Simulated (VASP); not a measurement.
VASP runs on CsCl (space group P4_2/mmc) share one base input (PBE GGA, plane waves, VASP's PBE PAW potentials (set 64)) and change the settings named in each case.

POSCAR:
```
CsCl
1
    4.9735620000     0.0000000000     0.0000000000
    0.0000000000     4.9735620000     0.0000000000
    0.0000000000     0.0000000000     8.7574830000
Cs Cl
2 2
Direct
  0.0000000000   0.5000000000   0.0000000000
  0.5000000000   0.0000000000   0.5000000000
  0.0000000000   0.0000000000   0.2500000000
  0.0000000000   0.0000000000   0.7500000000
```

KPOINTS:
```
Regular mesh
0
gamma
5 5 3
```

**INCAR**
```
EDIFF = 1E-6   ! SCF stop (eV)
NELM = 100
LMAXMIX = 4
ALGO = Normal   ! blocked Davidson
LASPH = .TRUE.   ! aspherical one-centre terms
ISMEAR = 0   ! Gaussian
LCHARG = .FALSE.
ISIF = 2   ! forces and stress, cell fixed
ENCUT = 300
PREC = Accurate
GGA = PE
SIGMA = 0.136
LWAVE = .FALSE.
SYSTEM = CsCl
LREAL = .FALSE.   ! projection in real space or not
```

POTCAR, in this order: Cs_sv Cl (PBE.64 set). Program: vasp_std.

| change | E(σ→0) (eV/atom) | pressure (GPa) |
|---|---|---|
| base run | -3.1655 | 0.73 |
| GGA = PS | -3.2798 | 0.06 |
| GGA_COMPAT = .FALSE., LNONCOLLINEAR = .TRUE., LSORBIT = .TRUE., MAGMOM = 0.0 0.0 0.0 0.0 0.0 0.0 0.0 0.0 0.0 0.0 0.0 0.0, program vasp_ncl | -3.2471 | 0.72 |
| KPOINTS 2×2×2 Γ-centred mesh | -3.1627 | 0.74 |
 Energies of different potentials or functionals have different zeros.  Unless said otherwise, spin-orbit coupling is left out, though it shifts the bands of the heavy elements here. At 300 eV the pressure can carry a Pulay error.

Left out are runs that ran out of time, are held back, or changed the cell or the kind of run, fixed moments of cells without a moment, rows past the twelfth, gaps on odd meshes, pressures of charged cells and columns that move by less than the noise.

The structure was generated: CsCl was put into an ordered model structure, which need not be its known phase. The cell was not relaxed at this level.
